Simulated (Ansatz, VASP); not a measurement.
# Sn: VASP beside Ansatz

Aim: how closely do two programs agree when they are given the same cell, functional and k mesh? The cell is taken from a series of runs on this material, whose earlier steps may have relaxed, scaled, displaced or heated it; both programs get it as it stands.

Method: plane waves, with VASP 6.6.1 beside it; zone-centre phonons at PBE, in Ansatz 0.2.0.

### Step 1. The structure

Symmetry: I4_1/amd, No. 141, tetragonal system. The conventional cell has a = 5.945 Å, b = 5.945 Å, c = 3.214 Å, α = 90.00°, β = 90.00°, γ = 90.00°. Nearest to Sn lie 6 Sn at 3.08 to 3.21 Å.

Structure file:

```
Sn
1.0
    -2.97261    2.97261    1.60691
     2.97261   -2.97261    1.60691
     2.97261    2.97261   -1.60691
Sn
2
Direct
  0.75000 0.25000 0.50000
  0.00000 0.00000 0.00000
```

### Step 2. VASP: zone-centre phonons, PBE

Second derivatives magnify differences that forces hide, and they need a tight electronic threshold.

Lines of VASP's logs that name or quote its potential files are left out, and so is its time.

File INCAR:

```
SYSTEM = Sn
PREC = Accurate
ENCUT = 500
EDIFF = 1E-08
NELM = 120
ISMEAR = 1
SIGMA = 0.2
LREAL = .FALSE.
ALGO = Normal
GGA = PE
NBANDS = 20
LORBIT = 11
LWAVE = .FALSE.
LCHARG = .FALSE.
ISIF = 2
IBRION = 8
LASPH = .TRUE.
GGA_COMPAT = .FALSE.
KPAR = 2
```

File POSCAR:

```
Sn
1.0
   -2.9726138871      2.9726138871      1.6069060255
    2.9726138871     -2.9726138871      1.6069060255
    2.9726138871      2.9726138871     -1.6069060255
Sn
2
Direct
    0.7500000000      0.2500000000      0.5000000000
    0.0000000000      0.0000000000      0.0000000000
```

File KPOINTS:

```
Automatic mesh
0
Gamma
20 20 20
0 0 0
```

Potentials, in the order of the species: Sn_d (PBE family, release 64).

Launch:

```sh
mpirun -np 2 vasp_std
```

Numbers of over 12 decimals in the logs are rounded to 6 here.

The program printed:

```text
[banner, memory and clock lines left out]
running    2 mpi-ranks, on    1 nodes
 distrk:  each k-point on    1 cores,    2 groups
 distr:  one band on    1 cores,    1 groups

 POSCAR found type information on POSCAR Sn
 POSCAR found :  1 types and       2 ions
 LDA part: xc-table for (Slater+PW92), standard interpolation
 POSCAR, INCAR and KPOINTS ok, starting setup
 FFT: planning ... GRIDC
 FFT: planning ... GRID_SOFT
 FFT: planning ... GRID
 WAVECAR not read
 entering main loop
       N       E                     dE             d eps       ncg     rms          rms(c)
DAV:   1     0.213954427794E+03    0.21395E+03   -0.14343E+04 25960   0.211E+03
DAV:   2     0.136696154818E+02   -0.20028E+03   -0.19679E+03 25776   0.445E+02
DAV:   3    -0.695236200784E+01   -0.20622E+02   -0.20449E+02 29200   0.136E+02
DAV:   4    -0.760084547056E+01   -0.64848E+00   -0.64778E+00 28908   0.267E+01
DAV:   5    -0.762765446633E+01   -0.26809E-01   -0.26808E-01 35660   0.508E+00    0.219E+00
DAV:   6    -0.761424330579E+01    0.13411E-01   -0.32853E-02 34724   0.254E+00    0.122E+00
DAV:   7    -0.761160928916E+01    0.26340E-02   -0.18498E-02 34812   0.192E+00    0.163E-01
DAV:   8    -0.761160331375E+01    0.59754E-05   -0.18730E-03 31052   0.587E-01    0.387E-02
DAV:   9    -0.761160912707E+01   -0.58133E-05   -0.57307E-05 35024   0.704E-02    0.152E-02
DAV:  10    -0.761160840049E+01    0.72659E-06   -0.84495E-06 32660   0.392E-02    0.116E-03
DAV:  11    -0.761160867051E+01   -0.27002E-06   -0.43156E-07 30300   0.873E-03    0.102E-03
DAV:  12    -0.761160834354E+01    0.32697E-06   -0.49025E-08 27960   0.247E-03    0.291E-04
DAV:  13    -0.761160836203E+01   -0.18490E-07   -0.36204E-09 17864   0.684E-04    0.906E-05
DAV:  14    -0.761160837033E+01   -0.82987E-08   -0.11912E-09 16080   0.428E-04
   1 F= -.76116084E+01 E0= -.76118199E+01  d E =0.634554E-03
 Linear response reoptimize wavefunctions to high precision
DAV:   1    -0.761160836849E+01    0.18381E-08   -0.46143E-10 16900   0.295E-04
DAV:   2    -0.761160836850E+01   -0.13642E-10   -0.20913E-10 15616   0.168E-04
 Linear response DOF=           2
 Linear response progress:
  Degree of freedom:   1/  2
       N       E                     dE             d eps       ncg     rms          rms(c)
RMM:   1    -0.216684686972E+00   -0.21668E+00    0.44930E-01106916   0.945E+00
RMM:   2    -0.223306751116E+00   -0.66221E-02   -0.18114E-02148211   0.112E+00    0.502E-02
RMM:   3    -0.223468333350E+00   -0.16158E-03   -0.14379E-03152272   0.316E-01    0.211E-02
RMM:   4    -0.223392948231E+00    0.75385E-04   -0.10038E-04157687   0.891E-02    0.122E-02
RMM:   5    -0.223352140982E+00    0.40807E-04   -0.14330E-05156184   0.315E-02    0.316E-03
RMM:   6    -0.223345633417E+00    0.65076E-05   -0.11109E-06159313   0.963E-03    0.140E-03
RMM:   7    -0.223343408387E+00    0.22250E-05   -0.79148E-07158883   0.371E-03    0.439E-04
RMM:   8    -0.223340691266E+00    0.27171E-05    0.41270E-07161950   0.142E-03    0.131E-04
RMM:   9    -0.223339610002E+00    0.10813E-05    0.88184E-07162801   0.634E-04    0.329E-05
RMM:  10    -0.223339275699E+00    0.33430E-06    0.77327E-07165665   0.324E-04    0.168E-05
RMM:  11    -0.223338839639E+00    0.43606E-06    0.58850E-07158682   0.194E-04    0.646E-06
RMM:  12    -0.223338984100E+00   -0.14446E-06    0.35521E-07166181   0.124E-04    0.688E-06
RMM:  13    -0.223338904200E+00    0.79901E-07    0.23314E-07162518   0.898E-05    0.329E-06
RMM:  14    -0.223338852983E+00    0.51216E-07    0.12803E-07168416   0.712E-05    0.208E-06
RMM:  15    -0.223338796550E+00    0.56433E-07    0.75027E-08164970   0.614E-05    0.521E-07
RMM:  16    -0.223338802936E+00   -0.63858E-08    0.39675E-08147747   0.543E-05    0.889E-07
 first order change of Fermi-energy   0.54451E-05
 force on displaced ion       1 direction 1 :  -3.221  -0.000   0.000
 Linear response progress:
  Degree of freedom:   2/  2
       N       E                     dE             d eps       ncg     rms          rms(c)
RMM:   1    -0.205132165367E+00   -0.20513E+00    0.45745E-01 58718   0.958E+00
RMM:   2    -0.210538022900E+00   -0.54059E-02   -0.16729E-02 81588   0.107E+00    0.401E-02
RMM:   3    -0.210582540357E+00   -0.44517E-04   -0.12959E-03 83763   0.291E-01    0.166E-02
RMM:   4    -0.210450149196E+00    0.13239E-03   -0.86628E-05 86060   0.809E-02    0.109E-02
RMM:   5    -0.210368376689E+00    0.81773E-04   -0.10275E-05 85828   0.272E-02    0.320E-03
RMM:   6    -0.210352468370E+00    0.15908E-04   -0.98650E-07 86137   0.869E-03    0.763E-04
RMM:   7    -0.210356012929E+00   -0.35446E-05   -0.19152E-07 87234   0.314E-03    0.148E-04
RMM:   8    -0.210354843823E+00    0.11691E-05   -0.49229E-08 88437   0.117E-03    0.126E-04
RMM:   9    -0.210353614137E+00    0.12297E-05    0.20314E-08 87012   0.500E-04    0.329E-05
RMM:  10    -0.210353998536E+00   -0.38440E-06    0.35892E-09 92655   0.234E-04    0.243E-05
RMM:  11    -0.210353958946E+00    0.39590E-07    0.30986E-08 91996   0.131E-04    0.165E-05
RMM:  12    -0.210353925288E+00    0.33658E-07    0.17785E-08 92582   0.875E-05    0.422E-06
RMM:  13    -0.210353907507E+00    0.17781E-07    0.11874E-08 88897   0.670E-05    0.268E-06
RMM:  14    -0.210353893675E+00    0.13832E-07    0.62486E-09 82833   0.558E-05    0.123E-06
RMM:  15    -0.210353882816E+00    0.10859E-07    0.35520E-09 70455   0.496E-05    0.804E-07
RMM:  16    -0.210353873569E+00    0.92466E-08    0.88414E-10 75020   0.462E-05    0.180E-07
 first order change of Fermi-energy  -0.10501E-03
 force on displaced ion       1 direction 3 :   0.000  -0.000  -0.381
 Linear response finished
```

From OUTCAR (step 2):

```text
ion  position               nearest neighbor table
   1  0.750  0.250  0.500-   2 3.08   2 3.08   2 3.08   2 3.08
   2  0.000  0.000  0.000-   1 3.08   1 3.08   1 3.08   1 3.08

  LATTYP: Found a body centered tetragonal cell.
 ALAT       =     5.9452277742
 C/A-ratio  =     0.5405700459

 Subroutine GETGRP returns: Found 16 space group operations
 (whereof  8 operations were pure point group operations)

The static configuration has the point symmetry D_2d.
 The point group associated with its full space group is D_4h.

 Found    641 irreducible k-points:

   k-points           NKPTS =    641   k-points in BZ     NKDIM =    641   number of bands    NBANDS=     20

   dimension x,y,z NGX =    36 NGY =   36 NGZ =   36
   dimension x,y,z NGXF=    72 NGYF=   72 NGZF=   72

   ENCUT  =  500.0 eV  36.75 Ry    6.06 a.u.   8.21  8.21  8.21*2*pi/ulx,y,z

   NELECT =      28.0000    total number of electrons

 k-points in reciprocal lattice and weights: Automatic mesh
   0.00000000  0.00000000  0.00000000       0.000
   0.05000000 -0.00000000  0.00000000       0.001
   0.10000000 -0.00000000  0.00000000       0.001
   0.15000000 -0.00000000  0.00000000       0.001
   0.20000000 -0.00000000  0.00000000       0.001
   0.25000000  0.00000000  0.00000000       0.001
   0.30000000 -0.00000000  0.00000000       0.001
   0.35000000 -0.00000000  0.00000000       0.001
   0.40000000 -0.00000000  0.00000000       0.001
[...]
-0.45000000 -0.45000000  0.45000000       0.000
   0.50000000  0.50000000  0.50000000       0.000

 average (electrostatic) potential at core
       1 -99.5920       2 -99.5920

  Total       -0.0134763     -0.0134763     -0.0156942      0.0000000     -0.0000000      0.0000000
  in kB       -0.3801478     -0.3801478     -0.4427134      0.0000000     -0.0000000      0.0000000
  external PRESSURE =      -0.4010030 kB  Pullay stress =       0.0000000 kB

  energy-cutoff  :      500.00
  volume of cell :       56.80
      direct lattice vectors                 reciprocal lattice vectors
    -2.972613887  2.972613887  1.606906026     0.000000000  0.168202134  0.311156964
     2.972613887 -2.972613887  1.606906026     0.168202134  0.000000000  0.311156964
     2.972613887  2.972613887 -1.606906026     0.168202134  0.168202134  0.000000000

 POSITION                                       TOTAL-FORCE (eV/Angst)
 -----------------------------------------------------------------------------------
     -0.00000      2.97261      0.80345         0.000000     -0.000000      0.000000
      0.00000      0.00000      0.00000        -0.000000      0.000000     -0.000000
 -----------------------------------------------------------------------------------
    total drift:                               -0.000000      0.000000     -0.000000

 Eigenvectors and eigenvalues of the dynamical matrix
 ----------------------------------------------------

   1 f  =    3.641945 THz    22.883015 2PiTHz  121.482208 cm-1    15.061867 meV
             X         Y         Z           dx          dy          dz
     -0.000000  2.972614  0.803453     0.633929    0.313264    0.000000
      0.000000  0.000000  0.000000    -0.633929   -0.313264   -0.000000

   2 f  =    3.641945 THz    22.883015 2PiTHz  121.482208 cm-1    15.061867 meV
             X         Y         Z           dx          dy          dz
     -0.000000  2.972614  0.803453     0.313264   -0.633929   -0.000000
      0.000000  0.000000  0.000000    -0.313264    0.633929   -0.000000

   3 f  =    1.252658 THz     7.870680 2PiTHz   41.784161 cm-1     5.180573 meV
             X         Y         Z           dx          dy          dz
     -0.000000  2.972614  0.803453    -0.000000   -0.000000    0.707107
      0.000000  0.000000  0.000000     0.000000   -0.000000   -0.707107

   4 f  =    0.000000 THz     0.000000 2PiTHz    0.000001 cm-1     0.000000 meV
             X         Y         Z           dx          dy          dz
     -0.000000  2.972614  0.803453     0.113229    0.031612    0.697266
      0.000000  0.000000  0.000000     0.113229    0.031612    0.697266

   5 f  =    0.000000 THz     0.000000 2PiTHz    0.000001 cm-1     0.000000 meV
             X         Y         Z           dx          dy          dz
     -0.000000  2.972614  0.803453     0.691747    0.089125   -0.116373
      0.000000  0.000000  0.000000     0.691747    0.089125   -0.116373

   6 f/i=    0.000000 THz     0.000000 2PiTHz    0.000001 cm-1     0.000000 meV
             X         Y         Z           dx          dy          dz
     -0.000000  2.972614  0.803453    -0.093087    0.700755   -0.016653
      0.000000  0.000000  0.000000    -0.093087    0.700755   -0.016653

 ELASTIC MODULI CONTR FROM IONIC RELAXATION (kBar)
 Direction    XX          YY          ZZ          XY          YZ          ZX
 --------------------------------------------------------------------------------
 XX        -436.7454    436.7454      0.0000      0.0000      0.0000      0.0000
 YY         436.7454   -436.7454      0.0000      0.0000     -0.0000      0.0000
 ZZ           0.0000      0.0000      0.0000      0.0000      0.0000      0.0000
 XY           0.0000      0.0000      0.0000      0.0000      0.0000      0.0000
 YZ           0.0000     -0.0000      0.0000      0.0000    -24.1820      0.0000
 ZX           0.0000      0.0000      0.0000      0.0000      0.0000    -30.2053
 --------------------------------------------------------------------------------
```

### Step 3. Ansatz: zone-centre phonons, PBE

Ansatz runs on its default PAW (the set named soft_2) files.

The same cell, functional, mesh and smearing now go to Ansatz, which takes its cutoff from its data sets.

File input.yaml:

```yaml
crystal:
  lattice:
    - [-2.9726138871, 2.9726138871, 1.6069060255]
    - [2.9726138871, -2.9726138871, 1.6069060255]
    - [2.9726138871, 2.9726138871, -1.6069060255]
  atoms:
    - { symbol: Sn, position: [0.75, 0.25, 0.5] }
    - { symbol: Sn, position: [0.0, 0.0, 0.0] }
kpoints:
  mp_grid: { grid: [20, 20, 20] }
hamiltonian:
  xc: pbe
scf:
  occupations: { method: methfessel_paxton, width: 0.2 }
output:
  eigenvalues: true
phonons:
  method: dfpt
```

Launch:

```sh
ansatz run input.yaml --threads 8 --pin off --max-ram 14336MiB --backend cpu --events-out ev --progress --plain --runs-dir out
```

The program printed:

```text
zone centre: on kpoints.mp_grid the ground state, and the responses unless they are solved on pairs of k-points, stand on 1166 of the mesh's 8000 k-points, reduced under 4 symmetry operations, with k and −k counted as one. Each operation leaves every solved displacement unchanged or reverses it
Engine: ansatz 0.2.0, x86_64-unknown-linux-gnu
Pseudopotentials: kind: paw
Pseudopotential: Sn, paw, valence charge 14, recommended cutoff 420 eV (normal), Sn.paw.azcp
Functional definition: PBE
  parameter kappa = 0.804
  parameter beta = 0.066725
  exchange = pbe_x(kappa = kappa, mu = beta*pi^2/3)
  correlation = pbe_c(beta = beta)
Crystal: 2 atoms, lattice volume = 56.797 Å³
Basis set: ecut = 420 eV, 1129 PW (Γ), exchange–correlation on 64×64×64 points (8 copies of the dense FFT grid, shifted against one another)
Bands: 18, of which v1, the nominal top of the filled ones, is band 14 counted from 1 (13 counted from 0)
Symmetry: 16 space group operations
k-points: 1166 of 8000 (irreducible under 4 space group operations, time reversal used)
Non-local potential: Sn, projectors of the file, l = 0: 2, l = 1: 2, l = 2: 2, l = 3: 2
PAW form: soft (Blöchl's): semilocal exchange-correlation on the pseudo side does not see the compensation charge
PAW one-centre angular grid: Sn, 590 points (default); XC on 64 Gauss nodes
Initial density: superposition of atomic densities (neutral atoms: chi_scale 0, normalization atom), corrected by the library's trained network
Initial wavefunctions: pseudopotential atomic-orbital guess
Functional: x = pbe(κ = 0.804, μ = 0.219515), c = pbe(β = 0.066725)
SCF iter   1: F=—  HF=-12048.344251 eV  |F-HF|=—  |Δ(HF+E_count)|=         —  Δρ=8.84e-4  dr2=2.71e-4  ethr=1.77e-3  ⟨swp⟩=5.3  Hψ=100576  notcnv=0
preconditioner: auto → Kerker (q_TF=auto, 2.425 Å⁻¹)  [metal: Δε(μ)=0.004 eV  Ē_g=20.084 eV  σ=0.200 eV  W_gap=0.02  n_scr=16 (ndim 8)  ℏωp=26.1 eV  f_vac=0.000  D(μ)=0.95/eV (n_scr^D=4)]
SCF iter   2: F=—  HF=-12048.343014 eV  |F-HF|=—  |Δ(HF+E_count)|=   1.24e-3  S|Δr|=    0.00e0  Δρ=5.48e-4  dr2=1.27e-4  ethr=9.66e-7  ⟨swp⟩=2.2  Hψ=46728  notcnv=0
SCF iter   3: F=—  HF=-12048.343063 eV  |F-HF|=—  |Δ(HF+E_count)|=   4.93e-5  S|Δr|=    0.00e0  Δρ=2.43e-4  dr2=2.21e-5  ethr=4.52e-7  ⟨swp⟩=2.0  Hψ=37304  notcnv=0
SCF iter   4: F=—  HF=-12048.343075 eV  |F-HF|=—  |Δ(HF+E_count)|=   1.20e-5  S|Δr|=    0.00e0  Δρ=9.90e-5  dr2=3.63e-6  ethr=7.90e-8  ⟨swp⟩=2.0  Hψ=25650  notcnv=0
SCF iter   5: F=—  HF=-12048.343072 eV  |F-HF|=—  |Δ(HF+E_count)|=   3.18e-6  S|Δr|=    0.00e0  Δρ=2.32e-5  dr2=2.23e-7  ethr=1.30e-8  ⟨swp⟩=2.0  Hψ=37155  notcnv=0
SCF iter   6: F=—  HF=-12048.343072 eV  |F-HF|=—  |Δ(HF+E_count)|=   1.71e-7  S|Δr|=    0.00e0  Δρ=1.73e-6  dr2=1.01e-9  ethr=7.96e-10  ⟨swp⟩=2.0  Hψ=37316  notcnv=0
SCF iter   7: F=—  HF=-12048.343072 eV  |F-HF|=—  |Δ(HF+E_count)|=  7.57e-10  S|Δr|=    0.00e0  Δρ=1.00e-6  dr2=3.79e-10  ethr=3.61e-12  ⟨swp⟩=2.0  Hψ=25957  notcnv=0
SCF iter   8: F=—  HF=-12048.343072 eV  |F-HF|=—  |Δ(HF+E_count)|=  1.38e-10  S|Δr|=    0.00e0  Δρ=2.53e-7  dr2=3.56e-11  ethr=1.35e-12  ⟨swp⟩=2.0  Hψ=34370  notcnv=0
SCF iter   9: F=-12048.343072 eV  HF=-12048.343072 eV  |F-HF|=0.00e0  |Δ(HF+E_count)|=  2.18e-11  S|Δr|=    0.00e0  Δρ=9.19e-8  dr2=4.01e-12  ethr=1.00e-12  ⟨swp⟩=6.0  Hψ=86444  notcnv=0
SCF 1 converged in 9 iterations: F = -12048.343072 eV  dr2 = 4.01e-12
  greatest PAW one-centre occupation: 0.991 electrons in one spin orbital (limit 2), on the Sn atom at site 1 (counted from 0), in its partial waves of l = 2
DFPT response loops at Γ: preconditioner auto → Kerker (q_TF=auto, 2.425 Å⁻¹) (partly filled bands, converged f_vac=0.000); β = 1.00, the filter's whole step (`scf.mixing.beta` (0.50) is not read by the response loops under this deck's `scf.mixing.preconditioner`; to damp them name `kerker` or `kerker_dos`, under which they read `scf.mixing.beta`, and type it under 1.00, their step now; both keys bind the ground state too); Broyden in place of MSR1
SCF converged after 9 iterations
Stability not checked: this state was not tested for a lower state beside it, because cold or Methfessel-Paxton smearing, or corrected tetrahedra, fill the levels in a way that the test cannot read (fill_not_monotonic; see scf.lower_state_search)
Free energy (F): -12048.343072 eV
Harris-Foulkes:  -12048.343072 eV  (|F-HF|=0.00e0)
Internal energy: -12048.343708 eV  (E = F + TS)
E sigma→0 (E₀):  -12048.343231 eV
Entropy (-TS):   0.000636 eV (0.318 meV/atom)
Fermi energy:    10.058536 eV
--- Per-component energies (eV) ---
  E_band       = -181.196961
  E_kinetic    = 372.259671
  E_local      = -1762.266608  (includes V_loc(G=0)·N_el)
  E_nonlocal   = -64.877451
  E_hartree    = 1087.500084
  E_xc         = -764.845783
  E_vxc        = -191.674565  (∫ρ·V_xc dr)
  E_paw        = -8272.049307  (= ΣΔE_a)
  E_vpaw       = -709.638306  (= ΣTr[D̂ρ^β])
  E_aug_tail   = -0.000001  (compensation charges beyond the density's cutoff)
  E_ewald      = -2644.064313
  E_smearing   = 0.000636  (= −TS)
  E_closure    = 0.000000  (closes the sum)
  Σ components = -12048.343072   (vs F -12048.343072, Δ=0.00e0)
--- Band table (eV; the first three rows and the last of 1166) ---
  k-point 0: bands = [... 10 lower, -0.7295, 6.2351, 8.1877, 8.1877, 13.0889, 16.0132, 16.0132, 16.7277]
  k-point 1: bands = [... 10 lower, -0.7080, 6.0533, 8.2132, 8.3293, 13.1893, 15.7714, 15.8806, 16.7937]
  k-point 2: bands = [... 10 lower, -0.6435, 5.6212, 8.2897, 8.6446, 13.4862, 15.2634, 15.5308, 16.7214]
  k-point 1165: bands = [... 10 lower, 2.6084, 2.6084, 5.5152, 5.5152, 15.0980, 15.0980, 18.9303, 18.9303]
--- Phonons (Γ-DFPT): 2 representative perturbations + reference, on 1166 of 8000 k-points (Σ response iterations 6) ---
  k mesh reduced under 4 symmetry operations, with k and −k counted as one. Each operation leaves every solved displacement unchanged or reverses it
  ASR residual: 1.194e-4 → 0.000e0 eV/Å²; symmetrization residual: 1.820e-12 eV/Å²
  ASR residual per site (eV/Å²): 1.19e-4 1.19e-4
  Γ frequencies (cm⁻¹): 0.00 0.00 0.00 41.78 121.34 121.34
  non-analytic LO–TO correction: not included (Born effective charges unavailable; polar crystals: no LO–TO splitting at Γ)
```

### Step 4. Differences

Known differences besides the potentials themselves: the cutoff is 420 eV in Ansatz and 500 eV in VASP. Total energies have different zeros and are not compared.

Both answers:

| quantity | Ansatz | VASP | difference |
| --- | --- | --- | --- |
| optical mode 1 (cm⁻¹) | 41.8 | 41.8 | 0.0 |
| optical mode 2 to 3 (cm⁻¹) | 121.3 | 121.5 | -0.12 % |

Modes are paired by rising frequency, not by their patterns, so a pair may set unlike modes beside each other; they are those without the splitting of longitudinal modes.

### Step 5. Summary of results

| Item | Value |
| --- | --- |
| r.m.s. difference of the optical zone-centre modes, each program's sorted by frequency (zone-centre phonons, PBE) | 0.12 cm⁻¹ |

The r.m.s. difference of the optical zone-centre modes, each program's sorted by frequency is 0.12 cm⁻¹ (zone-centre phonons, PBE). How closely two codes agree says nothing of how well the functional describes the real material.

[Lines on the potential files, build, host, timing and source positions are cut from VASP's logs without a mark.]

[Logs are printed without paths, hosts, clocks, repeated set-up lines and the standing remarks that a program may print on its own settings, such as how far it seeks lower states.]

[Hosts, paths, dates, database ids (printed as entryN), source tags and the programs' standing remarks are cut or masked in the printed files.]
